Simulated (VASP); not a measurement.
These are vdW-DF-cx, VASP's PBE PAW potentials (set 64) (plane waves; VASP 6.6.1) values and carry that method's errors.

VASP ran on this input.

### INCAR
```
AGGAC=0.0
ALGO=Normal
EDIFF=1E-7
EDIFFG=-0.01
ENCUT=520
GGA=CX
IBRION=2
ISIF=4
ISMEAR=0
LASPH=T
LCHARG=F
LMAXMIX=4
LREAL=F
LUSE_VDW=T
LWAVE=F
NELM=100
NSW=30
PREC=Accurate
SIGMA=0.05
SYSTEM=PbO2
```

KPOINTS:
```
kpoints
0
G
  5 5 7
```

POSCAR:
```
PbO2
1.0
  4.9034923660   0.0000000000   0.0000000000
  0.0000000000   4.9034923660   0.0000000000
  0.0000000000   0.0000000000   3.3616236313
Pb O
2 4
direct
  0.0000000000   0.0000000000   0.0000000000
  0.5000000000   0.5000000000   0.5000000000
  0.3073034001   0.3073034001   0.0000000000
  0.8073034001   0.1926965999   0.5000000000
  0.1926965999   0.8073034001   0.5000000000
  0.6926965999   0.6926965999   0.0000000000
```

POTCAR, in this order: Pb_d O (PBE.64 set). Program: vasp_std.

What VASP printed:

OSZICAR:
```
       N       E                     dE             d eps       ncg     rms          rms(c)
DAV:   1     0.711975005919E+03    0.71198E+03   -0.26414E+04  1488   0.207E+03
DAV:   2     0.722992725862E+02   -0.63968E+03   -0.61924E+03  1628   0.562E+02
DAV:   3    -0.205796134683E+02   -0.92879E+02   -0.90771E+02  1897   0.233E+02
DAV:   4    -0.246781437958E+02   -0.40985E+01   -0.40838E+01  1759   0.524E+01
DAV:   5    -0.248755514324E+02   -0.19741E+00   -0.19738E+00  1988   0.108E+01    0.136E+01
DAV:   6    -0.194006778119E+02    0.54749E+01   -0.23375E+01  2307   0.578E+01    0.426E+00
DAV:   7    -0.194408743749E+02   -0.40197E-01   -0.16596E+00  1601   0.978E+00    0.269E+00
DAV:   8    -0.194310684960E+02    0.98059E-02   -0.45684E-01  2342   0.734E+00    0.116E+00
DAV:   9    -0.194022448010E+02    0.28824E-01   -0.11750E-01  2414   0.460E+00    0.129E-01
DAV:  10    -0.194036856337E+02   -0.14408E-02   -0.10038E-02  1702   0.633E-01    0.104E-01
DAV:  11    -0.194036895054E+02   -0.38718E-05   -0.39696E-04  2349   0.222E-01    0.352E-02
DAV:  12    -0.194036803353E+02    0.91701E-05   -0.44584E-05  2311   0.682E-02    0.151E-02
DAV:  13    -0.194036769810E+02    0.33543E-05   -0.23880E-05  2507   0.630E-02    0.396E-03
DAV:  14    -0.194036775632E+02   -0.58226E-06   -0.22228E-06  2162   0.137E-02    0.276E-03
DAV:  15    -0.194036778032E+02   -0.23996E-06   -0.10239E-07  1229   0.456E-03    0.146E-03
DAV:  16    -0.194036779829E+02   -0.17966E-06   -0.27719E-07  1274   0.464E-03    0.213E-04
DAV:  17    -0.194036780063E+02   -0.23477E-07   -0.44341E-08  1108   0.244E-03
   1 F= -.19403678E+02 E0= -.19403644E+02  d E =-.194037E+02
       N       E                     dE             d eps       ncg     rms          rms(c)
DAV:   1    -0.194393518181E+02   -0.35674E-01   -0.34726E+00  1488   0.139E+01    0.985E-01
DAV:   2    -0.194274794780E+02    0.11872E-01   -0.14771E-01  1929   0.359E+00    0.588E-01
DAV:   3    -0.194151264614E+02    0.12353E-01   -0.18189E-02  2198   0.177E+00    0.938E-02
DAV:   4    -0.194153673963E+02   -0.24093E-03   -0.41179E-03  1974   0.483E-01    0.445E-02
DAV:   5    -0.194153436012E+02    0.23795E-04   -0.18542E-04  1903   0.144E-01    0.903E-03
DAV:   6    -0.194153470403E+02   -0.34391E-05   -0.43732E-05  1976   0.585E-02    0.679E-03
DAV:   7    -0.194153474152E+02   -0.37490E-06   -0.18593E-06  2065   0.137E-02    0.335E-03
DAV:   8    -0.194153477497E+02   -0.33458E-06   -0.67370E-07  1622   0.633E-03    0.778E-04
DAV:   9    -0.194153477506E+02   -0.88767E-09   -0.77067E-08  1150   0.251E-03
   2 F= -.19415348E+02 E0= -.19415312E+02  d E =-.116697E-01
       N       E                     dE             d eps       ncg     rms          rms(c)
DAV:   1    -0.194195515936E+02   -0.42038E-02   -0.49019E-01  1496   0.521E+00    0.368E-01
DAV:   2    -0.194179196185E+02    0.16320E-02   -0.20850E-02  1929   0.137E+00    0.220E-01
DAV:   3    -0.194161834794E+02    0.17361E-02   -0.25641E-03  2161   0.662E-01    0.341E-02
DAV:   4    -0.194162188783E+02   -0.35399E-04   -0.57107E-04  1934   0.178E-01    0.165E-02
DAV:   5    -0.194162157611E+02    0.31172E-05   -0.24139E-05  1895   0.512E-02    0.313E-03
DAV:   6    -0.194162163110E+02   -0.54993E-06   -0.58227E-06  1828   0.194E-02    0.260E-03
DAV:   7    -0.194162163575E+02   -0.46402E-07   -0.19710E-07  1214   0.482E-03
   3 F= -.19416216E+02 E0= -.19416180E+02  d E =-.125384E-01
       N       E                     dE             d eps       ncg     rms          rms(c)
DAV:   1    -0.194207427872E+02   -0.45265E-02   -0.59046E-01  1496   0.564E+00    0.372E-01
DAV:   2    -0.194193838942E+02    0.13589E-02   -0.15508E-02  2342   0.125E+00    0.218E-01
DAV:   3    -0.194182104039E+02    0.11735E-02   -0.12805E-03  2266   0.453E-01    0.355E-02
DAV:   4    -0.194182044981E+02    0.59057E-05   -0.24262E-04  2265   0.123E-01    0.938E-03
DAV:   5    -0.194182058244E+02   -0.13262E-05   -0.49122E-06  1851   0.228E-02    0.357E-03
DAV:   6    -0.194182062352E+02   -0.41084E-06   -0.81714E-07  2210   0.821E-03    0.118E-03
DAV:   7    -0.194182062842E+02   -0.49023E-07   -0.52303E-08  1003   0.200E-03
   4 F= -.19418206E+02 E0= -.19418167E+02  d E =-.198993E-02
       N       E                     dE             d eps       ncg     rms          rms(c)
DAV:   1    -0.194198982819E+02   -0.16920E-02   -0.29697E-01  1496   0.400E+00    0.264E-01
DAV:   2    -0.194192132371E+02    0.68504E-03   -0.77906E-03  2342   0.888E-01    0.155E-01
DAV:   3    -0.194186235273E+02    0.58971E-03   -0.64220E-04  2273   0.320E-01    0.251E-02
DAV:   4    -0.194186206367E+02    0.28906E-05   -0.12190E-04  2244   0.872E-02    0.665E-03
DAV:   5    -0.194186213228E+02   -0.68615E-06   -0.24598E-06  1879   0.166E-02    0.253E-03
DAV:   6    -0.194186215299E+02   -0.20713E-06   -0.38391E-07  1633   0.565E-03    0.799E-04
DAV:   7    -0.194186215541E+02   -0.24151E-07   -0.43359E-08   954   0.200E-03
   5 F= -.19418622E+02 E0= -.19418578E+02  d E =-.240520E-02
```

### OUTCAR
```
------------------------ aborting loop because EDIFF is reached ----------------------------------------
  FORCE on cell =-STRESS in cart. coord.  units (eV):
  Direction    XX          YY          ZZ          XY          YZ          ZX
  --------------------------------------------------------------------------------------
  Total        4.5328373      4.5328373      4.5439208      0.0000000      0.0000000      0.0000000
  in kB       89.8505257     89.8505257     90.0702230      0.0000000      0.0000000      0.0000000
  external PRESSURE =      89.9237581 kB  Pullay stress =       0.0000000 kB
  volume of cell :       80.83
      direct lattice vectors                 reciprocal lattice vectors
     4.860389830 -0.000000000  0.000000000     0.205744814 -0.000000000  0.000000000
     0.000000000  4.860389830  0.000000000     0.000000000  0.205744814  0.000000000
     0.000000000  0.000000000  3.421510587     0.000000000  0.000000000  0.292268568
 POSITION                                       TOTAL-FORCE (eV/Angst)
 -----------------------------------------------------------------------------------
      0.00000     -0.00000      0.00000         0.000000      0.000000      0.000000
      2.43019      2.43019      1.71076         0.000000      0.000000      0.000000
      1.49246      1.49246      0.00000        -0.001310     -0.001310      0.000000
      3.92266      0.93773      1.71076        -0.001310      0.001310     -0.000000
      0.93773      3.92266      1.71076         0.001310     -0.001310      0.000000
      3.36792      3.36792      0.00000         0.001310      0.001310     -0.000000
 -----------------------------------------------------------------------------------
    total drift:                                0.000000     -0.000000      0.000000
  FREE ENERGIE OF THE ION-ELECTRON SYSTEM (eV)
  ---------------------------------------------------
  free  energy   TOTEN  =       -19.4186215541 eV

  energy  without entropy=      -19.4185353980  energy(sigma->0) =      -19.41857848

 reached required accuracy - stopping structural energy minimisation
```
(Selected blocks of OUTCAR.)

CONTCAR:
```
PbO2
   1.00000000000000
     4.8603898299597903   -0.0000000000000000    0.0000000000000000
     0.0000000000000000    4.8603898299597903    0.0000000000000000
     0.0000000000000000    0.0000000000000000    3.4215105868618916
  Pb              O
     2     4
Direct
     0.0000000000000000    0.0000000000000000    0.0000000000000000
     0.5000000000000000    0.5000000000000000    0.5000000000000000
     0.3070669260020348    0.3070669260020348    0.0000000000000000
     0.8070669260020347    0.1929330739979652    0.5000000000000000
     0.1929330739979652    0.8070669260020347    0.5000000000000000
     0.6929330739979653    0.6929330739979653    0.0000000000000000
```

**OUTCAR**
```
 val. band max:        4.5224727067   @ k =   0.0000   0.0000   0.1429

 cond. band min:       4.6672791891   @ k =   0.0000   0.0000   0.0000


 Fermi energy:         4.6061235636

 k-point     1 :       0.0000    0.0000    0.0000
  band No.  band energies     occupation
      1     -13.8696      2.00000
      2     -13.6879      2.00000
      3     -11.9006      2.00000
      4     -11.9006      2.00000
      5     -10.9151      2.00000
      6     -10.6641      2.00000
      7     -10.6194      2.00000
      8     -10.6194      2.00000
      9     -10.4365      2.00000
     10     -10.2735      2.00000
     11     -10.2486      2.00000
     12     -10.2179      2.00000
     13     -10.2179      2.00000
     14      -7.9070      2.00000
     15      -3.5607      2.00000
     16       0.9789      2.00000
     17       1.2545      2.00000
     18       1.2545      2.00000
     19       2.4107      2.00000
     20       2.8038      2.00000
     21       3.2084      2.00000
     22       3.9710      2.00000
     23       3.9869      2.00000
     24       3.9869      2.00000
     25       4.0214      2.00000
     26       4.0214      2.00000
     27       4.6673      0.08368
     28       9.0869      0.00000
     29      10.4717      0.00000
     30      10.4717      0.00000
     31      14.4559      0.00000

 k-point     2 :       0.2000    0.0000    0.0000
  band No.  band energies     occupation
      1     -13.7473      2.00000
      2     -13.6115      2.00000
      3     -12.2880      2.00000
      4     -12.1629      2.00000
      5     -10.6121      2.00000
      6     -10.6115      2.00000
      7     -10.5848      2.00000
      8     -10.5290      2.00000
      9     -10.4134      2.00000
     10     -10.2633      2.00000
     11     -10.2281      2.00000
     12     -10.2274      2.00000
     13     -10.1505      2.00000
     14      -8.0764      2.00000
     15      -3.3129      2.00000
     16       0.2971      2.00000
     17       1.1417      2.00000
...
```

Unless said otherwise, spin-orbit coupling is left out, though it shifts the bands of the heavy elements here.

The compound is PbO2 in the rutile structure. This cell is one point of a volume scan, at 0.94 of the reference volume. Symmetry was kept, so distortions that lower it aren't found.
